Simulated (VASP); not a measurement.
Ag:

```
Ag
1.0
     0.00000    2.04275    2.04275
     2.04275    0.00000    2.04275
     2.04275    2.04275    0.00000
Ag
1
Direct
  0.00000 0.00000 0.00000
```

Base run:

```yaml
Program: VASP 6.6.1
Functional: PBE
Potentials_or_basis: VASP PAW PBE potentials, release 64 (Ag)
Cutoff: 450 eV
k_mesh: 12 × 12 × 12
Occupations: gaussian, width 0.1 eV
Spin: no spin polarisation
```

Its results: band gap on the k mesh none (metal or under the smearing width); pressure 4.8 GPa.

Task: After a change of settings the same cell gave: band gap on the k mesh none (metal or under the smearing width); pressure 5.4 GPa. Which change was it?
A. cutoff from 450 eV to 350 eV
B. cutoff from 450 eV to 520 eV; k mesh from 12 × 12 × 12 to 6 × 6 × 6
C. cutoff from 450 eV to 520 eV; k mesh from 12 × 12 × 12 to 14 × 14 × 14

Result: B.

Caveats: some runs use coarse meshes.
